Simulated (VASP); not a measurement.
Calculation: r2SCAN meta-GGA, VASP's PBE PAW potentials (set 64) (plane waves; VASP).

The input files of a VASP run:

**INCAR**
```
# general
SYSTEM   =  Ni
PREC     =  Accurate
ENCUT    =  400   # plane-wave cut-off (eV)
LREAL    =  .FALSE.   # projection in real space or not
LASPH    =  .TRUE.

# electronic loop
EDIFF    =  1E-7
NELM     =  100   # most electronic steps
ALGO     =  Normal   # blocked Davidson
LMAXMIX  =  4
LMIXTAU  =  .TRUE.

# smearing
ISMEAR   =  -5

# functional
METAGGA  =  R2SCAN

# spin
ISPIN    =  2
MAGMOM   =  0.7

# ions
ISIF     =  2

# output
LWAVE    =  .FALSE.
LCHARG   =  .FALSE.
LORBIT   =  11   # lm-projected
NEDOS    =  601
```

**KPOINTS_OPT**
```
k-points along high-symmetry lines
10
Line-mode
Reciprocal
  0.000000   0.000000   0.000000 ! GAMMA
  0.500000  -0.500000   0.500000 ! H

  0.500000  -0.500000   0.500000 ! H
  0.000000   0.000000   0.500000 ! N

  0.000000   0.000000   0.500000 ! N
  0.000000   0.000000   0.000000 ! GAMMA

  0.000000   0.000000   0.000000 ! GAMMA
  0.250000   0.250000   0.250000 ! P

  0.250000   0.250000   0.250000 ! P
  0.500000  -0.500000   0.500000 ! H

  0.250000   0.250000   0.250000 ! P
  0.000000   0.000000   0.500000 ! N
```

### POSCAR
```
Ni
1.0
 -1.3821312857   1.3821312857   1.3821312857
  1.3821312857  -1.3821312857   1.3821312857
  1.3821312857   1.3821312857  -1.3821312857
Ni
1
Cartesian
  0.0000000000   0.0000000000   0.0000000000
```

**KPOINTS**
```
K-points
0
G
 21 21 21
0 0 0
```

POTCAR, in this order: Ni (PBE.64 set). Program: vasp_std.

Output of the run:

**OSZICAR**
```
       N       E                     dE             d eps       ncg     rms          rms(c)
DAV:   1     0.115193972090E+02    0.11519E+02   -0.42181E+03 10680   0.121E+03
DAV:   2    -0.137317027100E+02   -0.25251E+02   -0.24429E+02 10477   0.155E+02
DAV:   3    -0.140925253692E+02   -0.36082E+00   -0.36045E+00 11544   0.246E+01
DAV:   4    -0.140964015836E+02   -0.38762E-02   -0.38764E-02 11712   0.221E+00
DAV:   5    -0.140965094756E+02   -0.10789E-03   -0.10786E-03 11754   0.310E-01    0.104E+01
DAV:   6    -0.123595087776E+02    0.17370E+01   -0.27002E+01 10902   0.857E+01    0.817E+00
DAV:   7    -0.118448953668E+02    0.51461E+00   -0.73747E+00 11017   0.376E+01    0.239E+00
DAV:   8    -0.118342044086E+02    0.10691E-01   -0.39531E-02 10586   0.277E+00    0.151E+00
DAV:   9    -0.118289916067E+02    0.52128E-02   -0.73324E-02 11486   0.386E+00    0.371E-01
DAV:  10    -0.118309830861E+02   -0.19915E-02   -0.21920E-02 10865   0.182E+00    0.226E-01
DAV:  11    -0.118309622222E+02    0.20864E-04   -0.11379E-02 10752   0.157E+00    0.114E-01
DAV:  12    -0.118308017402E+02    0.16048E-03   -0.18379E-03 11291   0.663E-01    0.320E-02
DAV:  13    -0.118308039490E+02   -0.22088E-05   -0.10893E-05 10747   0.529E-02    0.239E-02
DAV:  14    -0.118308194958E+02   -0.15547E-04   -0.21007E-05 12660   0.549E-02    0.563E-03
DAV:  15    -0.118308248845E+02   -0.53887E-05   -0.47718E-06 11208   0.248E-02    0.201E-03
DAV:  16    -0.118308240138E+02    0.87070E-06   -0.45723E-07  6135   0.862E-03    0.112E-03
DAV:  17    -0.118308242205E+02   -0.20676E-06   -0.72714E-08  5190   0.302E-03    0.247E-04
DAV:  18    -0.118308243035E+02   -0.82993E-07   -0.10149E-08  5182   0.160E-03
   1 F= -.11830824E+02 E0= -.11830824E+02  d E =0.000000E+00  mag=     0.6044
       N       E                     dE             ncg
```

File OUTCAR:
```
------------------------ aborting loop because EDIFF is reached ----------------------------------------
  FORCE on cell =-STRESS in cart. coord.  units (eV):
  Direction    XX          YY          ZZ          XY          YZ          ZX
  --------------------------------------------------------------------------------------
  Total       -0.0166123     -0.0166123     -0.0166123      0.0000000      0.0000000      0.0000000
  in kB       -2.5201808     -2.5201808     -2.5201808      0.0000000      0.0000000      0.0000000
  external PRESSURE =      -2.5201808 kB  Pullay stress =       0.0000000 kB
  volume of cell :       10.56
      direct lattice vectors                 reciprocal lattice vectors
    -1.382131286  1.382131286  1.382131286     0.000000000  0.361760135  0.361760135
     1.382131286 -1.382131286  1.382131286     0.361760135  0.000000000  0.361760135
     1.382131286  1.382131286 -1.382131286     0.361760135  0.361760135  0.000000000
 POSITION                                       TOTAL-FORCE (eV/Angst)
 -----------------------------------------------------------------------------------
      0.00000      0.00000      0.00000         0.000000     -0.000000      0.000000
 -----------------------------------------------------------------------------------
    total drift:                                0.000000      0.000000     -0.000000
  FREE ENERGIE OF THE ION-ELECTRON SYSTEM (eV)
  ---------------------------------------------------
  free  energy   TOTEN  =       -11.8308243035 eV

  energy  without entropy=      -11.8308243035  energy(sigma->0) =      -11.83082430

 total charge

# of ion       s       p       d       tot
------------------------------------------
    1        0.518   0.528   8.357   9.403

 magnetization (x)

# of ion       s       p       d       tot
------------------------------------------
    1       -0.008  -0.031   0.659   0.620
```
(Selected blocks of OUTCAR.)

For a metal the tetrahedron method with Blöchl corrections gives inexact stress and forces.

The structure was generated: Ni was put into the bcc type (Im-3m), which need not be its known phase. It was relaxed first.
